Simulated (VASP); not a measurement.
Output of a VASP run:

OUTCAR:
```
 ion  position               nearest neighbor table
   1  0.222  0.111  0.250-  37 1.95  50 1.97  38 1.98  46 1.98  16 3.20  17 3.21   2 3.24   4 3.24
                            14 3.24  12 3.24  10 3.24   5 3.25   9 3.25  25 3.25  33 3.25  13 3.25
   2  0.111  0.222  0.000-  39 1.98  43 1.98  62 1.98  38 1.99   1 3.24   3 3.24   5 3.24   7 3.24
                            25 3.24  27 3.24  14 3.25  26 3.25  10 3.25  34 3.25  18 3.25   6 3.25
   3  0.222  0.111  0.750-  40 1.98  48 1.98  39 1.99  52 2.00   2 3.24   4 3.24  14 3.24  12 3.24
                            10 3.24   7 3.25  11 3.25  27 3.25  35 3.25  19 3.25  15 3.25  16 3.25
   4  0.111  0.222  0.500-  37 1.96  60 1.98  40 1.99  41 2.00  20 3.20  16 3.23   1 3.24   3 3.24
                             5 3.24   7 3.24  25 3.24  27 3.24  12 3.25  28 3.25  36 3.25   8 3.25
   5  0.222  0.444  0.250-  41 1.95  53 1.97  38 1.98  42 1.98   2 3.24   4 3.24  18 3.24   8 3.24
                             6 3.24  20 3.24   1 3.25  29 3.25  25 3.25   9 3.25  21 3.25  17 3.27
   6  0.111  0.556  0.000-  47 1.98  66 1.98  43 1.98  42 1.99   9 3.24  11 3.24  29 3.24  31 3.24
                             5 3.24   7 3.24  10 3.25  18 3.25  30 3.25  22 3.25  26 3.25   2 3.25
   7  0.222  0.444  0.750-  40 1.98  44 1.98  43 1.99  55 2.02  20 3.18   4 3.24   2 3.24  18 3.24
                             6 3.24   8 3.24   3 3.25  31 3.25  27 3.25  19 3.25  11 3.25  23 3.25
   8  0.111  0.556  0.500-  41 1.96  45 1.98  44 1.99  64 1.99  20 3.22  11 3.24   9 3.24  29 3.24
                            31 3.24   7 3.24   5 3.24  12 3.25  24 3.25  28 3.25   4 3.25  32 3.25
   9  0.222  0.778  0.250-  46 1.98  42 1.98  57 1.98  45 1.99  10 3.24  12 3.24   6 3.24   8 3.24
                            22 3.24  24 3.24   1 3.25  33 3.25  29 3.25  13 3.25   5 3.25  21 3.25
  10  0.111  0.889  0.000-  47 1.98  39 1.98  70 1.98  46 1.99   9 3.24  11 3.24   1 3.24   3 3.24
                            33 3.24  35 3.24   6 3.25  22 3.25  34 3.25   2 3.25  30 3.25  14 3.25
  11  0.222  0.778  0.750-  48 1.98  44 1.98  59 1.98  47 1.99  10 3.24  12 3.24   6 3.24   8 3.24
                            22 3.24  24 3.24   3 3.25  35 3.25  31 3.25  15 3.25  23 3.25   7 3.25
  12  0.111  0.889  0.500-  45 1.98  48 1.99  68 2.02  37 2.04  16 3.22  11 3.24   9 3.24   3 3.24
                             1 3.24  33 3.24  35 3.24   8 3.25  24 3.25   4 3.25  36 3.25  32 3.26
  13  0.556  0.111  0.250-  50 1.95  49 1.95  61 1.98  57 1.98  17 3.19  16 3.21  26 3.24  28 3.24
                            22 3.24  24 3.24  14 3.24  25 3.25  21 3.25  29 3.25   9 3.25   1 3.25
  14  0.444  0.222  0.000-  39 1.98  54 1.98  51 1.98  50 1.99  17 3.18   3 3.24   1 3.24  19 3.24
                            13 3.24  15 3.24   2 3.25  22 3.25  10 3.25  18 3.25  26 3.25  30 3.25
  15  0.556  0.111  0.750-  63 1.98  59 1.98  51 1.99  52 2.00  26 3.24  28 3.24  22 3.24  24 3.24
                            14 3.24  27 3.25  19 3.25  23 3.25  31 3.25  11 3.25   3 3.25  16 3.26
  16  0.442  0.220  0.497-  49 1.95  37 1.96  52 2.03   1 3.20  13 3.21  17 3.22  12 3.22  20 3.23
                             4 3.23  24 3.24  32 3.25   3 3.25  28 3.26  15 3.26  19 3.27
  17  0.555  0.438  0.246-  53 1.96  50 1.97  65 2.03  14 3.18  13 3.19  30 3.21   1 3.21  16 3.22
                            29 3.23  18 3.23   5 3.27  33 3.28  32 3.30  21 3.30  20 3.32
  18  0.444  0.556  0.000-  43 1.98  58 1.98  54 1.98  53 2.04  17 3.23   7 3.24   5 3.24  21 3.24
                            23 3.24  19 3.24  22 3.25   6 3.25   2 3.25  34 3.25  30 3.25  14 3.25
  19  0.556  0.444  0.750-  67 1.93  55 1.94  52 1.95  54 1.99  32 3.20  20 3.20  30 3.24  14 3.24
                            18 3.24  31 3.25  15 3.25   3 3.25  35 3.25   7 3.25  23 3.25  16 3.27
  20  0.440  0.550  0.503-  55 1.95  41 2.01  56 2.07   7 3.18   4 3.20  19 3.20   8 3.22  16 3.23
                            23 3.23   5 3.24  32 3.26  24 3.28  21 3.29  36 3.30  17 3.32
  21  0.556  0.778  0.250-  56 1.96  69 1.98  57 1.98  53 2.00  34 3.24  36 3.24  18 3.24  22 3.24
                            24 3.24  33 3.25  13 3.25  25 3.25   9 3.25   5 3.25  20 3.29  17 3.30
  22  0.444  0.889  0.000-  47 1.98  51 1.98  58 1.98  57 1.99   9 3.24  11 3.24  13 3.24  15 3.24
                            21 3.24  23 3.24  10 3.25  18 3.25  14 3.25   6 3.25  26 3.25  34 3.25
  23  0.556  0.778  0.750-  71 1.98  59 1.98  55 1.99  58 1.99  20 3.23  34 3.24  36 3.24  18 3.24
                            22 3.24  24 3.24  35 3.25  15 3.25  27 3.25  19 3.25  11 3.25   7 3.25
  24  0.444  0.889  0.500-  45 1.98  59 1.99  56 2.02  49 2.04  16 3.24  11 3.24   9 3.24  15 3.24
                            13 3.24  21 3.24  23 3.24  12 3.25   8 3.25  28 3.25  36 3.25  20 3.28
  25  0.889  0.111  0.250-  61 1.98  38 1.98  69 1.98  60 1.99  26 3.24  28 3.24   2 3.24   4 3.24
                            34 3.24  36 3.24  13 3.25  29 3.25   1 3.25  33 3.25   5 3.25  21 3.25
  26  0.778  0.222  0.000-  62 1.98  51 1.98  66 1.98  61 1.99  25 3.24  27 3.24  13 3.24  15 3.24
                            29 3.24  31 3.24   2 3.25  34 3.25  22 3.25   6 3.25  14 3.25  30 3.25
  27  0.889  0.111  0.750-  63 1.98  40 1.98  71 1.98  62 1.99  26 3.24  28 3.24   2 3.24   4 3.24
                            34 3.24  36 3.24  15 3.25  31 3.25  35 3.25   3 3.25   7 3.25  23 3.25
  28  0.778  0.222  0.500-  64 1.96  49 1.98  60 1.98  63 1.99  32 3.24  27 3.24  25 3.24  15 3.24
                            29 3.24  31 3.24  13 3.24   4 3.25  36 3.25   8 3.25  24 3.25  16 3.26
  29  0.889  0.444  0.250-  65 1.94  64 1.95  61 1.98  42 1.98  17 3.23  26 3.24  28 3.24   8 3.24
                             6 3.24  30 3.24  25 3.25   5 3.25  13 3.25   9 3.25  33 3.25  32 3.27
  30  0.778  0.556  0.000-  70 1.98  54 1.98  66 1.98  65 1.99  17 3.21  33 3.24  35 3.24  19 3.24
                            29 3.24  31 3.24  34 3.25   6 3.25  10 3.25  26 3.25  18 3.25  14 3.25
  31  0.889  0.444  0.750-  67 1.98  63 1.98  44 1.98  66 1.99  32 3.20  28 3.24  26 3.24   8 3.24
                             6 3.24  30 3.24  27 3.25  19 3.25   7 3.25  15 3.25  11 3.25  35 3.25
  32  0.776  0.554  0.504-  67 1.99  68 1.99  64 2.05  19 3.20  31 3.20  35 3.21  28 3.24  16 3.25
                             8 3.25  36 3.26  20 3.26  12 3.26  29 3.27  33 3.28  17 3.30
  33  0.889  0.778  0.250-  65 1.97  69 1.98  46 1.98  68 1.99  34 3.24  36 3.24  30 3.24  12 3.24
                            10 3.24  21 3.25  25 3.25   9 3.25   1 3.25  29 3.25  32 3.28  17 3.28
  34  0.778  0.889  0.000-  70 1.98  58 1.98  62 1.98  69 1.99  33 3.24  35 3.24  21 3.24  23 3.24
                            25 3.24  27 3.24  30 3.25  10 3.25  26 3.25   2 3.25  18 3.25  22 3.25
  35  0.889  0.778  0.750-  71 1.98  48 1.98  70 1.99  67 2.01  32 3.21  34 3.24  36 3.24  30 3.24
                            10 3.24  12 3.24  23 3.25  11 3.25  27 3.25   3 3.25  19 3.25  31 3.25
  36  0.778  0.889  0.500-  56 1.95  68 1.97  60 1.98  71 1.99  33 3.24  35 3.24  21 3.24  23 3.24
                            25 3.24  27 3.24  12 3.25  28 3.25   4 3.25  24 3.25  32 3.26  20 3.30
  37  0.224  0.117  0.434-   1 1.95  16 1.96   4 1.96  12 2.04
  38  0.111  0.222  0.188-   1 1.98   5 1.98  25 1.98   2 1.99
  39  0.222  0.111  0.938-   2 1.98  14 1.98  10 1.98   3 1.99
  40  0.111  0.222  0.688-   3 1.98   7 1.98  27 1.98   4 1.99
  41  0.217  0.445  0.435-   5 1.95   8 1.96   4 2.00  20 2.01
  42  0.111  0.556  0.188-   9 1.98  29 1.98   5 1.98   6 1.99
  43  0.222  0.444  0.938-   2 1.98  18 1.98   6 1.98   7 1.99
...
```

File OSZICAR:
```
...
   9 F= -.42959340E+03 E0= -.42957921E+03  d E =-.330718E-02  mag=     1.0000
       N       E                     dE             d eps       ncg     rms          rms(c)
DAV:   1    -0.429594292927E+03   -0.89174E-03   -0.46386E-01   708   0.177E+00    0.118E-01
RMM:   2    -0.429594929868E+03   -0.63694E-03   -0.77936E-03   708   0.195E-01    0.507E-02
RMM:   3    -0.429595013069E+03   -0.83200E-04   -0.13371E-03   781   0.745E-02    0.388E-02
RMM:   4    -0.429594981787E+03    0.31282E-04   -0.18941E-04   713   0.315E-02    0.128E-02
RMM:   5    -0.429594983120E+03   -0.13334E-05   -0.46565E-05   546   0.150E-02
  10 F= -.42959498E+03 E0= -.42958080E+03  d E =-.158714E-02  mag=     1.0000
       N       E                     dE             d eps       ncg     rms          rms(c)
DAV:   1    -0.429595013776E+03   -0.31990E-04   -0.34765E-02   776   0.485E-01    0.333E-02
RMM:   2    -0.429595065821E+03   -0.52045E-04   -0.61844E-04   708   0.551E-02    0.147E-02
RMM:   3    -0.429595073058E+03   -0.72368E-05   -0.10833E-04   650   0.213E-02    0.114E-02
RMM:   4    -0.429595070864E+03    0.21938E-05   -0.16122E-05   428   0.920E-03
  11 F= -.42959507E+03 E0= -.42958088E+03  d E =-.167488E-02  mag=     1.0000
       N       E                     dE             d eps       ncg     rms          rms(c)
DAV:   1    -0.429595534028E+03   -0.46097E-03   -0.21165E-01   708   0.120E+00    0.821E-02
RMM:   2    -0.429595810879E+03   -0.27685E-03   -0.35337E-03   708   0.135E-01    0.373E-02
RMM:   3    -0.429595848215E+03   -0.37337E-04   -0.63123E-04   784   0.517E-02    0.271E-02
RMM:   4    -0.429595834093E+03    0.14122E-04   -0.87697E-05   705   0.216E-02    0.917E-03
RMM:   5    -0.429595834567E+03   -0.47306E-06   -0.21739E-05   447   0.105E-02
  12 F= -.42959583E+03 E0= -.42958164E+03  d E =-.763702E-03  mag=     1.0000
       N       E                     dE             d eps       ncg     rms          rms(c)
DAV:   1    -0.429595836268E+03   -0.21741E-05   -0.23284E-03   840   0.126E-01    0.957E-03
RMM:   2    -0.429595840344E+03   -0.40768E-05   -0.47217E-05   531   0.157E-02    0.474E-03
RMM:   3    -0.429595840819E+03   -0.47479E-06   -0.73146E-06   408   0.615E-03    0.335E-03
RMM:   4    -0.429595840761E+03    0.57818E-07   -0.15703E-06   311   0.281E-03
  13 F= -.42959584E+03 E0= -.42958164E+03  d E =-.769897E-03  mag=     1.0000
       N       E                     dE             d eps       ncg     rms          rms(c)
DAV:   1    -0.429595988222E+03   -0.14740E-03   -0.15492E-01   708   0.102E+00    0.701E-02
RMM:   2    -0.429596203264E+03   -0.21504E-03   -0.26540E-03   708   0.116E-01    0.314E-02
RMM:   3    -0.429596232313E+03   -0.29048E-04   -0.46130E-04   780   0.440E-02    0.229E-02
RMM:   4    -0.429596222111E+03    0.10201E-04   -0.63482E-05   688   0.184E-02    0.783E-03
RMM:   5    -0.429596222331E+03   -0.22031E-06   -0.14784E-05   426   0.886E-03
  14 F= -.42959622E+03 E0= -.42958202E+03  d E =-.381570E-03  mag=     1.0000
       N       E                     dE             d eps       ncg     rms          rms(c)
DAV:   1    -0.429596224697E+03   -0.25862E-05   -0.12430E-03   840   0.919E-02    0.605E-03
RMM:   2    -0.429596226055E+03   -0.13574E-05   -0.18604E-05   428   0.960E-03    0.273E-03
RMM:   3    -0.429596226117E+03   -0.61948E-07   -0.22050E-06   366   0.359E-03    0.169E-03
RMM:   4    -0.429596226028E+03    0.88497E-07   -0.31676E-07   193   0.161E-03
  15 F= -.42959623E+03 E0= -.42958203E+03  d E =-.385267E-03  mag=     1.0000
```

File OUTCAR:
```
------------------------ aborting loop because EDIFF is reached ----------------------------------------
  FORCE on cell =-STRESS in cart. coord.  units (eV):
  Direction    XX          YY          ZZ          XY          YZ          ZX
  --------------------------------------------------------------------------------------
  Total      -27.6189140    -27.2432494    -31.8586402     -0.0410073      0.0354293      0.0053581
  in kB      -51.0572760    -50.3628094    -58.8949798     -0.0758074      0.0654959      0.0099052
  external PRESSURE =     -53.4383551 kB  Pullay stress =       0.0000000 kB
  volume of cell :      866.68
      direct lattice vectors                 reciprocal lattice vectors
     4.868317893 -8.432173817  0.000000000     0.102704879 -0.059296690  0.000000000
     4.868317893  8.432173817  0.000000000     0.102704879  0.059296690  0.000000000
     0.000000000  0.000000000 10.556283981     0.000000000  0.000000000  0.094730305
  FREE ENERGIE OF THE ION-ELECTRON SYSTEM (eV)
  ---------------------------------------------------
  free  energy   TOTEN  =      -429.5962260281 eV

  energy  without entropy=     -429.5678286766  energy(sigma->0) =     -429.58202735

 total charge

# of ion       s       p       d       tot
------------------------------------------
    1        0.982   1.335   0.354   2.671
    2        0.984   1.330   0.350   2.664
    3        0.985   1.328   0.350   2.663
    4        0.982   1.335   0.355   2.672
    5        0.982   1.333   0.354   2.669
    6        0.983   1.331   0.351   2.665
    7        0.985   1.329   0.350   2.664
    8        0.993   1.313   0.342   2.649
    9        0.983   1.332   0.352   2.667
   10        0.983   1.331   0.350   2.665
   11        0.984   1.332   0.352   2.668
   12        0.993   1.312   0.342   2.647
   13        0.982   1.335   0.354   2.671
   14        0.985   1.330   0.352   2.667
   15        0.985   1.328   0.350   2.663
   16        1.025   1.192   0.273   2.490
   17        1.011   1.218   0.293   2.523
   18        0.984   1.329   0.351   2.665
   19        0.982   1.340   0.358   2.681
   20        1.025   1.193   0.274   2.493
   21        0.982   1.334   0.354   2.669
   22        0.983   1.331   0.351   2.665
   23        0.985   1.328   0.350   2.663
   24        0.993   1.313   0.342   2.648
   25        0.983   1.335   0.353   2.671
   26        0.984   1.330   0.350   2.665
   27        0.983   1.340   0.354   2.677
   28        0.982   1.335   0.355   2.672
   29        0.982   1.334   0.354   2.670
   30        0.984   1.330   0.352   2.666
   31        0.985   1.329   0.350   2.664
   32        1.025   1.192   0.273   2.491
   33        0.982   1.334   0.354   2.670
   34        0.984   1.331   0.351   2.666
   35        0.985   1.328   0.350   2.663
   36        0.982   1.334   0.354   2.671
   37        1.241   2.421   0.000   3.662
   38        1.231   2.442   0.000   3.673
   39        1.234   2.436   0.000   3.670
   40        1.231   2.442   0.000   3.673
   41        1.241   2.421   0.000   3.662
   42        1.232   2.441   0.000   3.673
   43        1.234   2.437   0.000   3.670
   44        1.232   2.440   0.000   3.672
   45        1.232   2.442   0.000   3.674
   46        1.232   2.441   0.000   3.673
   47        1.233   2.438   0.000   3.671
   48        1.232   2.440   0.000   3.672
...
```
(Selected blocks of OUTCAR.)

**POSCAR**
```
Ga36N35
1
    4.8683178927    -8.4321738171     0.0000000000
    4.8683178927     8.4321738171     0.0000000000
    0.0000000000     0.0000000000    10.5562839806
Ga N
36 35
Direct
  0.2222220000   0.1111110000   0.2500000000
  0.1111110000   0.2222220000   0.0000000000
  0.2222220000   0.1111110000   0.7500000000
  0.1111110000   0.2222220000   0.5000000000
  0.2222220000   0.4444440000   0.2500000000
  0.1111110000   0.5555560000   0.0000000000
  0.2222220000   0.4444440000   0.7500000000
  0.1111110000   0.5555560000   0.5000000000
  0.2222220000   0.7777780000   0.2500000000
  0.1111110000   0.8888890000   0.0000000000
  0.2222220000   0.7777780000   0.7500000000
  0.1111110000   0.8888890000   0.5000000000
  0.5555560000   0.1111110000   0.2500000000
  0.4444440000   0.2222220000   0.0000000000
  0.5555560000   0.1111110000   0.7500000000
  0.4421790000   0.2200230000   0.4968720000
  0.5545870000   0.4384080000   0.2463480000
  0.4444440000   0.5555560000   0.0000000000
  0.5555560000   0.4444440000   0.7500000000
  0.4395550000   0.5501220000   0.5034650000
  0.5555560000   0.7777780000   0.2500000000
  0.4444440000   0.8888890000   0.0000000000
  0.5555560000   0.7777780000   0.7500000000
  0.4444440000   0.8888890000   0.5000000000
  0.8888890000   0.1111110000   0.2500000000
  0.7777780000   0.2222220000   0.0000000000
  0.8888890000   0.1111110000   0.7500000000
  0.7777780000   0.2222220000   0.5000000000
  0.8888890000   0.4444440000   0.2500000000
  0.7777780000   0.5555560000   0.0000000000
  0.8888890000   0.4444440000   0.7500000000
  0.7760360000   0.5537090000   0.5038200000
  0.8888890000   0.7777780000   0.2500000000
  0.7777780000   0.8888890000   0.0000000000
  0.8888890000   0.7777780000   0.7500000000
  0.7777780000   0.8888890000   0.5000000000
  0.2239110000   0.1170520000   0.4344490000
  0.1111110000   0.2222220000   0.1885000000
  0.2222220000   0.1111110000   0.9385000000
  0.1111110000   0.2222220000   0.6885000000
  0.2174900000   0.4446560000   0.4347650000
  0.1111110000   0.5555560000   0.1885000000
  0.2222220000   0.4444440000   0.9385000000
  0.1111110000   0.5555560000   0.6885000000
  0.2222220000   0.7777780000   0.4385000000
  0.1111110000   0.8888890000   0.1885000000
  0.2222220000   0.7777780000   0.9385000000
  0.1111110000   0.8888890000   0.6885000000
  0.5574610000   0.1172660000   0.4349410000
  0.4427000000   0.2158220000   0.1881800000
  0.5555560000   0.1111110000   0.9385000000
  0.4463350000   0.2261090000   0.6891220000
  0.4452980000   0.5516620000   0.1931410000
  0.5555560000   0.4444440000   0.9385000000
  0.4492170000   0.5551140000   0.6884760000
  0.5615610000   0.7803130000   0.4357970000
  0.4444440000   0.8888890000   0.1885000000
  0.5555560000   0.7777780000   0.9385000000
  0.4444440000   0.8888890000   0.6885000000
  0.8888890000   0.1111110000   0.4385000000
  0.7777780000   0.2222220000   0.1885000000
  0.8888890000   0.1111110000   0.9385000000
  0.7777780000   0.2222220000   0.6885000000
  0.8895540000   0.4395230000   0.4346840000
  0.7842390000   0.5568250000   0.1885870000
  0.8888890000   0.4444440000   0.9385000000
  0.7728730000   0.5509890000   0.6918460000
  0.8844340000   0.7747180000   0.4387610000
  0.7777780000   0.8888890000   0.1885000000
  0.8888890000   0.7777780000   0.9385000000
  0.7777780000   0.8888890000   0.6885000000
```

Q: Reconstruct the remaining input files.

A: This is not unique; one that fits is the input of the run itself, PBE GGA, plane waves, VASP's PBE PAW potentials (set 64).

### KPOINTS
```
Automatic mesh
0
Gamma
1 1 1
0 0 0
```

INCAR:
```
ALGO  =  Fast
EDIFF  =  1E-5
EDIFFG  =  -0.03
ENCUT  =  400
GGA  =  PE
IBRION  =  2
ISIF  =  2
ISMEAR  =  0
ISPIN  =  2
ISYM  =  0
LASPH  =  .True.
LCHARG  =  .False.
LMAXMIX  =  4
LORBIT  =  10
LREAL  =  Auto
LWAVE  =  .False.
MAGMOM  =  71*0.0141
NELECT  =  281.0
NELM  =  100
NELMIN  =  4
NSW  =  60
NUPDOWN  =  1
PREC  =  Normal
SIGMA  =  0.05
SYSTEM  =  Ga36N35
```

POTCAR, in this order: Ga N (PBE.64 set). Program: vasp_gam.

At this cut-off the stress carries a Pulay error, which pulls relaxed volumes low. The cell is charged, with a uniform compensating background. The supercell is sampled at Γ alone, which is coarse: total energies, pressure and levels can be off, energies of defects by several tenths of an eV.

The cell is a supercell with a defect, built from GaN (wurtzite): vac_N, charge +2.
